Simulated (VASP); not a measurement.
Here is the system:

```xyz
8
Lattice="5.6300 0.0000 0.0000 -2.8150 4.8757 0.0000 0.0000 0.0000 4.5039" Properties=species:S:1:pos:R:3 pbc="T T T"
Ti     1.4504     0.8374     3.3779
Ti     1.3646     4.0384     1.1260
Ti     0.0000     1.6748     1.1260
Ti     2.8150     3.2010     3.3779
Ti     4.1796     0.8374     3.3779
Ti    -1.3646     4.0384     1.1260
Si     0.0000     3.2505     3.3779
Si     2.8150     1.6252     1.1260
```

Method: r2SCAN meta-GGA, VASP's PBE PAW potentials (set 64) (plane waves; VASP). Run with 400 eV cut-off, 7×7×8 Γ-centred mesh, tetrahedra with Blöchl corrections, potentials Ti_sv Si.

The cores are frozen, which limits the accuracy of field gradients.

**Question.** Give the principal components of the electric field gradient (V/Å²) and the asymmetry η at each nucleus.

**Answer.** 
| atom | Vxx | Vyy | Vzz | η |
|---|---|---|---|---|
| Ti1 | 27.3 | 10.7 | -38.0 | 0.44 |
| Ti2 | 27.3 | 10.7 | -38.0 | 0.44 |
| Ti3 | 27.3 | 10.7 | -38.0 | 0.44 |
| Ti4 | 27.3 | 10.7 | -38.0 | 0.44 |
| Ti5 | 27.3 | 10.7 | -38.0 | 0.44 |
| Ti6 | 27.3 | 10.7 | -38.0 | 0.44 |
| Si7 | 8.0 | 8.0 | -16.1 | 0.00 |
| Si8 | 8.0 | 8.0 | -16.1 | 0.00 |

The structure comes from a computed database's Ti3Si entry (P6_3/mmc); how it stands against other phases isn't given here. It was relaxed first.
